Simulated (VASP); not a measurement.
Consider the following.

```
Pt
1.0
    0.00000     1.95761     1.95761
    1.95761     0.00000     1.95761
    1.95761     1.95761     0.00000
Pt
1
Direct
  0.00000   0.00000   0.00000
```

Computed with PBEsol GGA with spin-orbit coupling, VASP's PBE PAW potentials (set 64) (plane waves; VASP). Settings: 400 eV cut-off, 14×14×14 Γ-centred mesh, Gaussian smearing of 0.050 eV, potentials Pt.

**Question.** Give the energies of bands 1 to 12 at the high-symmetry points, in eV from the Fermi level.

**Answer.** 
| band | Γ | X | U | L | W |
|---|---|---|---|---|---|
| 1 | -10.36 | -7.22 | -6.42 | -7.47 | -5.83 |
| 2 | -10.36 | -7.22 | -6.42 | -7.47 | -5.83 |
| 3 | -4.30 | -6.77 | -5.64 | -4.46 | -4.86 |
| 4 | -4.30 | -6.77 | -5.64 | -4.46 | -4.86 |
| 5 | -4.30 | -0.19 | -3.03 | -3.46 | -4.59 |
| 6 | -4.30 | -0.19 | -3.03 | -3.46 | -4.59 |
| 7 | -3.33 | 0.13 | -1.36 | -0.68 | -1.94 |
| 8 | -3.33 | 0.13 | -1.36 | -0.68 | -1.94 |
| 9 | -1.47 | 1.09 | -0.06 | -0.26 | 0.53 |
| 10 | -1.47 | 1.09 | -0.06 | -0.26 | 0.53 |
| 11 | -1.47 | 1.50 | 5.61 | 0.39 | 7.07 |
| 12 | -1.47 | 1.50 | 5.61 | 0.39 | 7.07 |

It has no gap at this level: it comes out as a metal or semimetal.

The compound is Pt in the fcc structure. It was relaxed first.
